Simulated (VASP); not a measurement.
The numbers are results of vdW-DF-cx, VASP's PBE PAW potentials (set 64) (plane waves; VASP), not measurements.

VASP ran on this input.

POSCAR:
```
GaN
1.0
  1.6252322446  -2.8149847830   0.0000000000
  1.6252322446   2.8149847830   0.0000000000
  0.0000000000   0.0000000000   5.2941505845
Ga N
2 2
Cart
  1.6252322446  -0.9383301377   2.6476882644
  1.6252322446   0.9383301377   0.0006129721
  1.6252322446  -0.9383301377   4.6423570905
  1.6252322446   0.9383301377   1.9952817982
```

INCAR:
```
ISIF = 4   # ions and shape, fixed volume
LASPH = .True.   # aspherical one-centre terms
ALGO = Normal   # blocked Davidson
EDIFF = 1E-7
LREAL = .False.   # projection in real space or not
LMAXMIX = 4   # l cut-off of mixed one-centre charges
LUSE_VDW = .True.
NSW = 30   # most ionic steps
AGGAC = 0.0
NELM = 100   # most electronic steps
PREC = Accurate
IBRION = 2   # conjugate gradients
GGA = CX
LCHARG = .False.
ENCUT = 520   # plane-wave cut-off (eV)
SYSTEM = GaN
SIGMA = 0.05   # width (eV)
ISMEAR = 0   # Gaussian
EDIFFG = -0.01   # ionic stop
LWAVE = .False.
```

KPOINTS:
```
Regular mesh
0
G
  8 8 5
```

POTCAR, in this order: Ga_d N (PBE.64 set). Program: vasp_std.

The run wrote:

OSZICAR:
```
       N       E                     dE             d eps       ncg     rms          rms(c)
DAV:   1     0.287979768449E+03    0.28798E+03   -0.18652E+04  1382   0.300E+03
DAV:   2     0.172911044282E+02   -0.27069E+03   -0.26161E+03  1486   0.530E+02
DAV:   3    -0.176402073094E+02   -0.34931E+02   -0.34605E+02  1530   0.155E+02
DAV:   4    -0.190775001352E+02   -0.14373E+01   -0.14333E+01  1872   0.337E+01
DAV:   5    -0.190983499249E+02   -0.20850E-01   -0.20842E-01  1492   0.382E+00    0.101E+01
DAV:   6    -0.155337272516E+02    0.35646E+01   -0.14025E+01  2400   0.540E+01    0.310E+00
DAV:   7    -0.156051953527E+02   -0.71468E-01   -0.14001E+00  1440   0.999E+00    0.257E+00
DAV:   8    -0.155928501003E+02    0.12345E-01   -0.30009E-01  2260   0.700E+00    0.988E-01
DAV:   9    -0.155682788586E+02    0.24571E-01   -0.11286E-01  2276   0.525E+00    0.357E-01
DAV:  10    -0.155692050968E+02   -0.92624E-03   -0.56600E-03  1526   0.763E-01    0.147E-01
DAV:  11    -0.155690392166E+02    0.16588E-03   -0.18668E-03  1988   0.707E-01    0.491E-02
DAV:  12    -0.155690562132E+02   -0.16997E-04   -0.17709E-04  1416   0.992E-02    0.451E-02
DAV:  13    -0.155690535701E+02    0.26431E-05   -0.33305E-05  2308   0.735E-02    0.572E-03
DAV:  14    -0.155690532795E+02    0.29064E-06   -0.45276E-06  1500   0.174E-02    0.128E-02
DAV:  15    -0.155690531672E+02    0.11233E-06   -0.85225E-07  1506   0.717E-03    0.624E-03
DAV:  16    -0.155690532949E+02   -0.12769E-06   -0.53143E-07  1766   0.636E-03    0.936E-04
DAV:  17    -0.155690533409E+02   -0.46065E-07   -0.74065E-08   934   0.237E-03
   1 F= -.15569053E+02 E0= -.15569053E+02  d E =-.155691E+02
       N       E                     dE             d eps       ncg     rms          rms(c)
DAV:   1    -0.155692473376E+02   -0.19404E-03   -0.47200E-03  1472   0.594E-01    0.784E-02
DAV:   2    -0.155691414743E+02    0.10586E-03   -0.29391E-04  1590   0.271E-01    0.474E-02
DAV:   3    -0.155690754097E+02    0.66065E-04   -0.11056E-04  1892   0.169E-01    0.432E-03
DAV:   4    -0.155690778196E+02   -0.24100E-05   -0.29620E-05  1356   0.571E-02    0.287E-03
DAV:   5    -0.155690776088E+02    0.21082E-06   -0.13558E-06  1730   0.121E-02    0.825E-04
DAV:   6    -0.155690776306E+02   -0.21815E-07   -0.30588E-07  1326   0.473E-03
   2 F= -.15569078E+02 E0= -.15569078E+02  d E =-.242897E-04
```

**OUTCAR**
```
------------------------ aborting loop because EDIFF is reached ----------------------------------------
  FORCE on cell =-STRESS in cart. coord.  units (eV):
  Direction    XX          YY          ZZ          XY          YZ          ZX
  --------------------------------------------------------------------------------------
  Total       -2.8814972     -2.8814971     -2.8911688      0.0000000     -0.0000000      0.0000000
  in kB      -95.3039741    -95.3039716    -95.6238598      0.0000000     -0.0000000      0.0000000
  external PRESSURE =     -95.4106018 kB  Pullay stress =       0.0000000 kB
  volume of cell :       48.44
      direct lattice vectors                 reciprocal lattice vectors
     1.624699913 -2.814062761  0.000000000     0.307749139 -0.177679051 -0.000000000
     1.624699913  2.814062761  0.000000000     0.307749139  0.177679051  0.000000000
     0.000000000 -0.000000000  5.297620395     0.000000000  0.000000000  0.188763997
  FREE ENERGIE OF THE ION-ELECTRON SYSTEM (eV)
  ---------------------------------------------------
  free  energy   TOTEN  =       -15.5690776306 eV

  energy  without entropy=      -15.5690776306  energy(sigma->0) =      -15.56907763

 reached required accuracy - stopping structural energy minimisation
```
(Selected blocks of OUTCAR.)

**CONTCAR**
```
GaN
   1.00000000000000
     1.6246999131259148   -2.8140627605780235    0.0000000000000000
     1.6246999131259148    2.8140627605780235    0.0000000000000000
     0.0000000000000000   -0.0000000000000000    5.2976203951303971
  Ga              N
     2     2
Direct
     0.6666669999999968    0.3333330000000032    0.5001250933443236
     0.3333330000000032    0.6666669999999968    0.0001250933443237
     0.6666669999999968    0.3333330000000032    0.8768749066556717
     0.3333330000000032    0.6666669999999968    0.3768749066556716
```

OUTCAR:
```
 val. band max:        4.5847266050   @ k =   0.0000   0.0000   0.0000

 cond. band min:       6.0923364198   @ k =   0.0000   0.0000   0.0000


 Fermi energy:         4.7984874306

 k-point     1 :       0.0000    0.0000    0.0000
  band No.  band energies     occupation
      1     -10.8943      2.00000
      2     -10.1781      2.00000
      3      -8.8549      2.00000
      4      -8.8413      2.00000
      5      -8.8413      2.00000
      6      -8.7907      2.00000
      7      -8.7907      2.00000
      8      -8.6336      2.00000
      9      -8.6336      2.00000
     10      -8.5510      2.00000
     11      -8.5510      2.00000
     12      -7.2770      2.00000
     13      -2.1306      2.00000
     14       3.6224      2.00000
     15       3.6224      2.00000
     16       4.5493      2.00000
     17       4.5847      2.00000
     18       4.5847      2.00000
     19       6.0923      0.00000
     20       8.4317      0.00000
     21      13.3894      0.00000
     22      14.0718      0.00000

 k-point     2 :       0.1250    0.0000    0.0000
  band No.  band energies     occupation
      1     -10.7627      2.00000
      2     -10.1498      2.00000
      3      -8.8402      2.00000
      4      -8.8232      2.00000
      5      -8.7884      2.00000
      6      -8.7709      2.00000
      7      -8.7655      2.00000
      8      -8.6439      2.00000
      9      -8.6340      2.00000
     10      -8.5700      2.00000
     11      -8.5481      2.00000
     12      -7.1735      2.00000
     13      -1.9247      2.00000
     14       2.5935      2.00000
     15       3.3341      2.00000
     16       3.3869      2.00000
     17       4.4048      2.00000
     18       4.4542      2.00000
     19       7.1889      0.00000
     20       9.2824      0.00000
     21      12.8718      0.00000
     22      13.3542      0.00000

 k-point     3 :       0.2500    0.0000    0.0000
  band No.  band energies     occupation
      1     -10.4703      2.00000
...
```

The compound is GaN in the wurtzite structure. This cell is one point of a volume scan, at 1.06 of the reference volume. Symmetry was kept, so distortions that lower it aren't found.
